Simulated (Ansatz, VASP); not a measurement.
# SbP: VASP beside Ansatz

Wanted: the spread between two codes on one cell, functional and k mesh. The structure shown is the start of the Ansatz relaxation below; VASP solves that cell, so the two are compared at the walk's first step.

Calculated with Ansatz 0.2.0; plane waves, with VASP 6.6.1 beside it; single point at PBE.

### Step 1. Set-up

The cell holds 2 atoms: 1 Sb and 1 P. Its edges and angles: a = 3.895 Å, b = 3.895 Å, c = 26.468 Å, α = 90.0°, β = 90.0°, γ = 60.0°. Vacuum lies along c. The height across the vacuum is the one that the program set for its solve, not the one typed.

### Step 2. Ansatz: relaxation, PBE

Ansatz runs on its default PAW (the set named soft_2) files.

The two programs are compared at the cell with which this relaxation starts, whose forces are those of its first step.

The input, input.yaml:

```yaml
crystal:
  lattice:
    - [3.89524752, 0.0, 0.0]
    - [1.94762376, 3.37338332, 0.0]
    - [0.0, 0.0, 17.39222307]
  atoms:
    - { symbol: Sb, position: [0.66666667, 0.66666667, 0.53834886] }
    - { symbol: P, position: [0.0, 0.0, 0.46165114] }
  periodic: [true, true, false]
kpoints:
  mp_grid: { grid: [8, 8, 1] }
scf:
  occupations: { method: fermi_dirac, width: 0.05 }
hamiltonian:
  xc: pbe
  pseudopotentials: { kind: paw }
output:
  forces: true
  stress: true
relax:
  f_tol: 0.02
  max_steps: 50
  cell: {}
```

Command:

```sh
$ ansatz run input.yaml --threads 4 --pin off --max-ram 8192MiB --backend cpu --events-out ev --progress --plain --runs-dir out
```

Numbers of over 12 decimals in the logs are rounded to 6 here.

What it wrote:

```text
Warning: crystal.periodic: the lattice vector that does not repeat stood 0.000° off the slab's normal, 17.392 Å along it as the deck builds it. The run solves the slab on a vector along the normal, 26.468 Å long, with every atom where it was (on the deck's vector they left 16.06 Å outside them, and the widest stretch free of ions among them is 1.33 Å). A fractional position that the run reports is one of the run's ce [...]
crystal.periodic: the lattice vector that does not repeat stood 0.000° off the slab's normal, 17.392 Å along it as the deck builds it. The run solves the slab on a vector along the normal, 26.468 Å long, with every atom where it was (on the deck's vector they left 16.06 Å outside them, and the widest stretch free of ions among them is 1.33 Å). A fractional position that the run reports is one of the run's cell, which [...]
Engine: ansatz 0.2.0, x86_64-unknown-linux-gnu
Pseudopotentials: kind: paw
Pseudopotential: Sb, paw, valence charge 15, recommended cutoff 420 eV (normal), Sb.paw.azcp
Pseudopotential: P, paw, valence charge 5, recommended cutoff 420 eV (normal), P.paw.azcp
Functional definition: PBE
  parameter kappa = 0.804
  parameter beta = 0.066725
  exchange = pbe_x(kappa = kappa, mu = beta*pi^2/3)
  correlation = pbe_c(beta = beta)
Crystal: 2 atoms, lattice volume = 347.792 Å³
Basis set: ecut = 420 eV, 6893 PW (Γ), exchange–correlation on 54×54×360 points (8 copies of the dense FFT grid, shifted against one another)
Bands: 14, of which v1, the nominal top of the filled ones, is band 10 counted from 1 (9 counted from 0)
Symmetry: 6 space group operations
Space group: P3m1 (ITA 156), of the structure as read, at distance tolerance 7.0e-5 Å
k-points: 10 of 64 (time reversal used)
Non-local potential: Sb, projectors of the file, l = 0: 2, l = 1: 2, l = 2: 2, l = 3: 2
Non-local potential: P, projectors of the file, l = 0: 2, l = 1: 2, l = 2: 2
PAW form: soft (Blöchl's): semilocal exchange-correlation on the pseudo side does not see the compensation charge
PAW one-centre angular grid: Sb, 590 points (default); XC on 64 Gauss nodes
PAW one-centre angular grid: P, 110 points (default); XC on 64 Gauss nodes
Initial density: superposition of atomic densities (neutral atoms: chi_scale 0, normalization atom), corrected by the library's trained network
Initial wavefunctions: pseudopotential atomic-orbital guess
Functional: x = pbe(κ = 0.804, μ = 0.219515), c = pbe(β = 0.066725)
SCF iter   1: F=—  HF=-7239.810609 eV  |F-HF|=—  |Δ(HF+E_count)|=         —  Δρ=1.30e-3  dr2=3.13e-2  ethr=1.77e-3  ⟨swp⟩=12.2  Hψ=1341  notcnv=0
preconditioner: auto → none  [insulator: Δε(μ)=1.229 eV  Ē_g=8.508 eV  σ=0.050 eV  W_gap=1.00  n_scr=14 (ndim 8)  ℏωp=6.3 eV  f_vac=0.779  D(μ)=0.00/eV (n_scr^D=0)  ε∞_Penn≈1.5]
SCF iter   2: F=—  HF=-7239.833437 eV  |F-HF|=—  |Δ(HF+E_count)|=   2.28e-2  Δρ=2.50e-3  dr2=2.03e-1  ethr=1.56e-4  ⟨swp⟩=5.0  Hψ=456  notcnv=0
[...]
SCF iter   9: F=—  HF=-7239.866192 eV  |F-HF|=—  |Δ(HF+E_count)|=   2.80e-9  Δρ=4.50e-7  dr2=4.10e-10  ethr=5.59e-11  ⟨swp⟩=3.2  Hψ=252  notcnv=0
SCF iter  10: F=—  HF=-7239.866192 eV  |F-HF|=—  |Δ(HF+E_count)|=  1.26e-10  Δρ=1.33e-7  dr2=1.02e-10  ethr=2.05e-12  ⟨swp⟩=3.4  Hψ=290  notcnv=0
SCF iter  11: F=-7239.866192 eV  HF=-7239.866192 eV  |F-HF|=2.18e-11  |Δ(HF+E_count)|=  2.46e-11  Δρ=3.33e-8  dr2=2.19e-12  ethr=1.00e-12  ⟨swp⟩=7.0  Hψ=872  notcnv=0
SCF 3 converged in 11 iterations: F = -7239.866192 eV  dr2 = 2.19e-12
relax step   3: F+E_penalty+E_count = -7239.86619230 eV  Δ(F+E_penalty+E_count) = -5.798e-2 eV  max|allowed force component| = 1.059e-1 eV/Å  Δτ_max = 0.0399 Å  P = -1.345 N/m  Ω = 336.024 Å³  energy of the carried Pulay correction = +3.164e-4 eV  fix = [c, alpha, beta]  reactions: c -0.000 N/m  (11 SCF iters, accepted)
[...]
relax step   4: F+E_penalty+E_count = -7239.88604856 eV  Δ(F+E_penalty+E_count) = -1.986e-2 eV  max|allowed force component| = 1.082e-1 eV/Å  Δτ_max = 0.0075 Å  P = -0.707 N/m  Ω = 327.309 Å³  energy of the carried Pulay correction = +5.578e-4 eV  fix = [c, alpha, beta]  reactions: c -0.000 N/m  (7 SCF iters, dr2 threshold 2.00e-7 eV, accepted)
[...]
relax step   5: F+E_penalty+E_count = -7239.89243237 eV  Δ(F+E_penalty+E_count) = -6.384e-3 eV  max|allowed force component| = 1.528e-2 eV/Å  Δτ_max = 0.0023 Å  P = -0.030 N/m  Ω = 320.009 Å³  energy of the carried Pulay correction = +7.649e-4 eV  fix = [c, alpha, beta]  reactions: c -0.000 N/m  (7 SCF iters, dr2 threshold 2.00e-7 eV, accepted)
[...]
relax step   6: F+E_penalty+E_count = -7239.89172088 eV  Δ(F+E_penalty+E_count) = +7.115e-4 eV  max|allowed force component| = 1.498e-2 eV/Å  Δτ_max = 0.0000 Å  P = -0.031 N/m  Ω = 320.009 Å³  fix = [c, alpha, beta]  reactions: c -0.000 N/m  stress off target by 3.15e-2 N/m on what of the cell is left free  SCF on the basis re-selected at this cell (its energy is not comparable with the rows above)  (7 SCF iters)
basis re-selected at this cell: Δ(F+E_penalty+E_count) = +7.115e-4 eV, ΔP = -0.001 N/m vs the last step (what re-selecting the basis moved, of the pressure what is left beyond the Pulay correction that the steps carried, after the strain that the cell walked since its last selection, with what the two solves' SCF thresholds leave and, on support functions, any second-order correction that the steps lacked; it is no measure of the basis error at this ecutwfc). The dense FFT grid was sized anew with the basis: this SCF ran on 25×25×180 points, the steps before it on 27×27×180, so part of this shift can come from that change (see relax.cell in the input reference). [rest of the remark cut]
SCF converged after 7 iterations
Free energy (F): -7239.891721 eV
Harris-Foulkes:  -7239.891721 eV  (|F-HF|=1.18e-11)
Internal energy: -7239.891721 eV  (E = F + TS)
E sigma→0 (E₀):  -7239.891721 eV
Fermi energy:    -4.726610 eV
--- Per-component energies (eV) ---
  E_band       = -439.920383
  E_kinetic    = 274.571945
  E_local      = -18724.911782  (includes V_loc(G=0)·N_el)
  E_nonlocal   = 396.736937
  E_hartree    = 9135.560291
  E_xc         = -198.312318
  E_vxc        = -154.762766  (∫ρ·V_xc dr)
  E_paw        = -5145.103706  (= ΣΔE_a)
  E_vpaw       = -502.675285  (= ΣTr[D̂ρ^β])
  E_aug_tail   = 0.000002  (compensation charges beyond the density's cutoff)
  E_ewald      = 7021.566911
  E_smearing   = -0.000000  (= −TS)
  E_closure    = -0.000000  (closes the sum)
  Σ components = -7239.891721   (vs F -7239.891721, Δ=0.00e0)
--- Forces (eV/Å), atoms counted from 1 ---
  atom   1  Sb    -0.00000000     0.00000000    -0.01497543
  atom   2  P      0.00000000    -0.00000000     0.01497501
  max |Σ_I F_I| component: 4.16e-7 eV/Å
--- 2D stress c σ (N/m, compression-positive) ---
       -0.031476       0.000000      -0.000000
        0.000000      -0.031476      -0.000000
       -0.000000      -0.000000      -0.000000
  P = ½ c Tr σ = -0.0315 N/m
--- Relaxed structure (5 steps of the walk, 4 accepted, 1 SCFs on fresh bases) ---
  F+E_penalty+E_count = -7239.89172088 eV   max|allowed force component| = 1.498e-2 eV/Å   (the final SCF, on the basis selected at the relaxed cell)
  cell:  # Å, volume = 320.0090 Å³
    - [3.736424, 0, 0]
    - [1.868212, 3.235838, 0]
    - [0, 0, 26.467888]
  atoms:
    - { symbol: Sb, position: [0.666667, 0.666667, 0.355631] }
    - { symbol: P, position: [1.4476965067672833e-18, 0, 0.301476] }
```

### Step 3. VASP: single point, PBE, start cell

The same cell, functional, mesh and smearing now go to VASP, with its own data sets.

Lines of VASP's logs that name or quote its potential files are left out, and so is its time.

The input, INCAR:

```
SYSTEM = SbP
PREC = Accurate
ENCUT = 400
EDIFF = 1E-06
NELM = 120
ISMEAR = -1
SIGMA = 0.05
LREAL = .FALSE.
ALGO = Normal
GGA = PE
NBANDS = 11
LORBIT = 11
LWAVE = .FALSE.
LCHARG = .FALSE.
ISIF = 2
LDIPOL = .TRUE.
IDIPOL = 3
DIPOL = 0.5 0.5 0.329
LVHAR = .TRUE.
LASPH = .TRUE.
GGA_COMPAT = .FALSE.
EFERMI = MIDGAP
NELMDL = -8
```

The input, POSCAR:

```
SbP
1.0
    3.8952480000      0.0000000000      0.0000000000
    1.9476240000      3.3733830000      0.0000000000
    0.0000000000      0.0000000000     26.4678880000
Sb P
1 1
Direct
    0.6666666667      0.6666666667      0.3537525548
    0.0000000000      0.0000000000      0.3033540115
```

The input, KPOINTS:

```
Automatic mesh
0
Gamma
8 8 1
0 0 0
```

PAW data sets: Sb and P (PBE family, release 64).

Command:

```sh
$ mpirun -np 1 vasp_std
```

What it wrote:

```text
[banner, memory and clock lines left out]
running    1 mpi-ranks, on    1 nodes
 distrk:  each k-point on    1 cores,    1 groups
 distr:  one band on    1 cores,    1 groups

 POSCAR found type information on POSCAR SbP
 POSCAR found :  2 types and       2 ions
 LDA part: xc-table for (Slater+PW92), standard interpolation
 POSCAR, INCAR and KPOINTS ok, starting setup
 FFT: planning ... GRIDC
 FFT: planning ... GRID_SOFT
 FFT: planning ... GRID
 WAVECAR not read
 entering main loop
       N       E                     dE             d eps       ncg     rms          rms(c)
DAV:   1     0.556502304367E+02    0.55650E+02   -0.23794E+03   220   0.465E+02
DAV:   2    -0.274463838863E+01   -0.58395E+02   -0.53432E+02   339   0.886E+01
DAV:   3    -0.932333482942E+01   -0.65787E+01   -0.65628E+01   346   0.372E+01
DAV:   4    -0.939199952361E+01   -0.68665E-01   -0.68632E-01   273   0.488E+00
DAV:   5    -0.939358454817E+01   -0.15850E-02   -0.15850E-02   332   0.831E-01
DAV:   6    -0.939359557309E+01   -0.11025E-04   -0.11025E-04   308   0.637E-02
DAV:   7    -0.939359590042E+01   -0.32733E-06   -0.32705E-06   340   0.106E-02
DAV:   8    -0.939359590490E+01   -0.44757E-08   -0.47085E-08   281   0.925E-04    0.430E+00
DAV:   9    -0.915816856011E+01    0.23543E+00   -0.18257E+00   262   0.455E+00    0.279E+00
DAV:  10    -0.914498547484E+01    0.13183E-01   -0.21223E-01   247   0.227E+00    0.121E+00
DAV:  11    -0.914263559238E+01    0.23499E-02   -0.24589E-02   250   0.846E-01    0.218E-01
DAV:  12    -0.914232272526E+01    0.31287E-03   -0.50205E-03   270   0.320E-01    0.108E-01
DAV:  13    -0.914243632704E+01   -0.11360E-03   -0.10824E-03   294   0.171E-01    0.329E-02
DAV:  14    -0.914245041332E+01   -0.14086E-04   -0.89051E-05   253   0.543E-02    0.188E-02
DAV:  15    -0.914246994852E+01   -0.19535E-04   -0.17268E-05   301   0.220E-02    0.101E-02
DAV:  16    -0.914249447182E+01   -0.24523E-04   -0.93746E-06   260   0.140E-02    0.556E-03
DAV:  17    -0.914250931516E+01   -0.14843E-04   -0.18716E-06   285   0.583E-03    0.205E-03
DAV:  18    -0.914254323528E+01   -0.33920E-04   -0.47541E-06   250   0.656E-03    0.255E-03
DAV:  19    -0.914255302412E+01   -0.97888E-05   -0.57925E-07   306   0.247E-03    0.117E-03
DAV:  20    -0.914256051474E+01   -0.74906E-05   -0.36333E-07   258   0.173E-03    0.788E-04
DAV:  21    -0.914256628083E+01   -0.57661E-05   -0.12771E-07   260   0.118E-03    0.516E-04
DAV:  22    -0.914256927602E+01   -0.29952E-05   -0.45603E-08   242   0.686E-04    0.303E-04
DAV:  23    -0.914257086926E+01   -0.15932E-05   -0.31341E-08   244   0.470E-04    0.258E-04
DAV:  24    -0.914257117704E+01   -0.30778E-06   -0.24930E-09   192   0.180E-04
   1 F= -.91425712E+01 E0= -.91425707E+01  d E =-.890913E-06
```

OUTCAR, selected parts (step 3):

```text
ion  position               nearest neighbor table
   1  0.667  0.667  0.354-   2 2.61   2 2.61   2 2.61
   2  0.000  0.000  0.303-   1 2.61   1 2.61   1 2.61

  LATTYP: Found a hexagonal cell.
 ALAT       =     3.8952473747
 C/A-ratio  =     6.7949183849

 Subroutine GETGRP returns: Found  6 space group operations
 (whereof  6 operations were pure point group operations)

The static configuration has the point symmetry C_3v.

 Found     10 irreducible k-points:

   k-points           NKPTS =     10   k-points in BZ     NKDIM =     10   number of bands    NBANDS=     11

   dimension x,y,z NGX =    28 NGY =   28 NGZ =  180
   dimension x,y,z NGXF=    56 NGYF=   56 NGZF=  360

   ENCUT  =  400.0 eV  29.40 Ry    5.42 a.u.   6.35  6.35 43.16*2*pi/ulx,y,z

   NELECT =      10.0000    total number of electrons

 k-points in reciprocal lattice and weights: Automatic mesh
   0.00000000  0.00000000  0.00000000       0.016
   0.12500000  0.00000000  0.00000000       0.094
   0.25000000  0.00000000  0.00000000       0.094
   0.37500000  0.00000000  0.00000000       0.094
   0.50000000  0.00000000  0.00000000       0.047
   0.25000000  0.12500000  0.00000000       0.094
   0.37500000  0.12500000  0.00000000       0.188
   0.50000000  0.12500000  0.00000000       0.188
   0.50000000  0.25000000  0.00000000       0.094
  -0.37500000  0.25000000  0.00000000       0.094

 dipolmoment           0.000000      0.000000     -0.055019 electrons x Angstroem

 average (electrostatic) potential at core
       1 -96.2000       2 -91.9496

 E-fermi :  -3.1745

 k-point     1 :       0.0000    0.0000    0.0000
  band No.  band energies     occupation
      1     -15.9537      2.00000
      2      -9.7774      2.00000
      3      -4.5749      2.00000
      4      -4.5749      2.00000
      5      -3.8785      2.00000
      6      -2.6339      0.00004
      7      -0.8361      0.00000
      8      -0.8361      0.00000
      9       0.8336      0.00000
     10       1.5047      0.00000
    ...

 k-point     2 :       0.1250    0.0000    0.0000
  band No.  band energies     occupation
      1     -15.7767      2.00000
      2      -9.8182      2.00000
      3      -5.7198      2.00000
      4      -4.8809      2.00000
      5      -3.8386      2.00000
      6      -1.9066      0.00000
      7      -0.8462      0.00000
      8      -0.4607      0.00000
      9       1.0370      0.00000
     10       1.7061      0.00000
    ...

 k-point     3 :       0.2500    0.0000    0.0000
  band No.  band energies     occupation
      1     -15.2602      2.00000
      2     -10.2215      2.00000
      3      -6.8313      2.00000
      4      -5.4456      2.00000
      5      -3.9430      2.00000
      6      -2.2998      0.00000
      7      -0.0846      0.00000
      8       0.1246      0.00000
      9       1.5892      0.00000
     10       2.2228      0.00000
    ...

  Total       -1.3364636     -1.3364630      0.7379692      0.0000000     -0.0000000      0.0000000
  in kB       -6.1566954     -6.1566928      3.3996073      0.0000000     -0.0000000      0.0000000
  external PRESSURE =      -2.9712603 kB  Pullay stress =       0.0000000 kB

  energy-cutoff  :      400.00
  volume of cell :      347.79
      direct lattice vectors                 reciprocal lattice vectors
     3.895248000  0.000000000  0.000000000     0.256723064 -0.148219162  0.000000000
     1.947624000  3.373383000  0.000000000     0.000000000  0.296438323  0.000000000
     0.000000000  0.000000000 26.467888000     0.000000000  0.000000000  0.037781632

 POSITION                                       TOTAL-FORCE (eV/Angst)
 -----------------------------------------------------------------------------------
      3.89525      2.24892      9.36308        -0.000000      0.000000      0.555164
      0.00000      0.00000      8.02914         0.000000      0.000000     -0.555164
 -----------------------------------------------------------------------------------
    total drift:                               -0.000000     -0.000003      0.000188

  FREE ENERGIE OF THE ION-ELECTRON SYSTEM (eV)
  ---------------------------------------------------
  free  energy   TOTEN  =        -9.1425711770 eV

  energy  without entropy=       -9.1425702861  energy(sigma->0) =       -9.14257073

 vacuum level on the upper side and lower side of the slab         1.267         2.025

 total charge
# of ion       s       p       d       tot
------------------------------------------
    1        1.205   1.137   0.039   2.381
    2        1.106   1.325   0.000   2.431
--------------------------------------------------
tot          2.311   2.462   0.039   4.812

[... 3 further parts left out ...]
```

### Step 4. Comparison

Known differences besides the potentials themselves: Ansatz cuts the interaction across the vacuum, VASP repeats the sheet with a dipole correction; the data sets hold 20 valence electrons in Ansatz (on its default PAW (the set named soft_2) files) and 10 in VASP; the cutoff is 420 eV in Ansatz and 400 eV in VASP. Total energies have different zeros and are not compared.

Forces (eV/Å; atoms numbered as in POSCAR):

```tsv
atom	Ansatz x, y, z	VASP x, y, z
Sb1	0.000, 0.000, 0.500	0.000, 0.000, 0.555
P2	0.000, 0.000, -0.500	0.000, 0.000, -0.555
```

The forces differ by 32 meV/Å r.m.s., which is 10.0 % of the r.m.s. force of 0.321 eV/Å (both taken over all components). With vacuum in the cell, a pressure given here is an average over mostly empty space and none of the material.

### Step 5. What the set-up changes

Further runs change the set-up of one program: Ansatz's method, potentials or start, or VASP's data sets, cutoff or form of LDA. The table gives that difference for each run.

```tsv
run	r.m.s. force difference (meV/Å)
as above	32
VASP with the data sets Sb_d_GW and P	8.4
```

### Step 6. Summary of results

```json
{
  "r.m.s. force difference (single point, PBE, start cell)": "10 % of the r.m.s. force"
}
```

The r.m.s. force difference is 10 % of the r.m.s. force (single point, PBE, start cell), beyond the 3 % picked in this series as the mark of a large difference. The data sets hold unlike numbers of valence electrons (20 in Ansatz and 10 in VASP), so part of the differences comes from the potentials. Single point, PBE, start cell, VASP with the data sets Sb_d_GW and P: r.m.s. force difference goes from 32 to 8.4 meV/Å. Such differences can come from data sets, numerical settings and the points named under the comparisons, not from the functional's error against experiment.

[Lines on the potential files, build, host, timing and source positions are cut from VASP's logs without a mark.]

[Logs are printed without paths, hosts, clocks, repeated set-up lines and the standing remarks that a program may print on its own settings, such as how far it seeks lower states.]

[Hosts, paths, dates, database ids (printed as entryN), source tags and the programs' standing remarks are cut or masked in the printed files.]
